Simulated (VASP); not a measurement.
Input of a VASP 6.6.1 run:

INCAR

```
SYSTEM = AlN
  PREC = Accurate
  ENCUT = 520
  EDIFF = 1E-6
  ISMEAR = 0
  SIGMA = 0.02
  LREAL = .FALSE.
  LASPH = .TRUE.
  NELM = 60
  ALGO = Normal
  ISIF = 2
  LWAVE = .FALSE.
  LCHARG = .FALSE.
  GGA = PE
  NBANDS = 16
```

File KPOINTS:

```
Automatic mesh
0
G
  9 9 6
  0 0 0
```

The input POSCAR:

```
AlN
1.0
    3.1302455678      0.0000000000      0.0000000000
   -1.5651227839      2.7108721818      0.0000000000
    0.0000000000      0.0000000000      5.0179604237
Al N
2 2
Direct
    0.3333333333      0.6666666667     -0.0007713538
    0.6666666667      0.3333333333      0.4992286462
    0.3333333333      0.6666666667      0.3807713538
    0.6666666667      0.3333333333      0.8807713538
```

Potentials or basis: VASP PAW PBE potentials, release 64 (Al, N).

Launch:

```console
$ cat potpaw_PBE.64/Al/POTCAR potpaw_PBE.64/N/POTCAR > POTCAR
$ mpirun -np 1 vasp_std > vasp.out
```

Q: What does it give for the band gap on the k mesh?

A: 4.04 eV, direct.

Q: Predict the pressure.

A: -0.3 GPa.

**The experiment to reproduce.**

From “Structural and optical properties of self-assembled AlN nanowires grown on SiO2/Si substrates by molecular beam epitaxy”, 2024, arxiv:2402.00216, for a bulk crystal of AlN at 0 K: band gap 6.0343 eV (an exciton energy, a little under the gap).

Against the measured gap of AlN, 6.0343 eV (an exciton energy, a little under the gap; 0 K; quoted in “Structural and optical properties of self-assembled AlN nanowires grown on SiO2/Si substrates by molecular beam epitaxy”, 2024, arxiv:2402.00216), the calculated 4.04 eV is off by -1.99 eV. 2 values of this kind are on record (6.034 to 6.0343 eV); this one was drawn at random. The value is that of PBE, without temperature or zero-point motion. Semilocal functionals fall short of measured gaps as a rule.
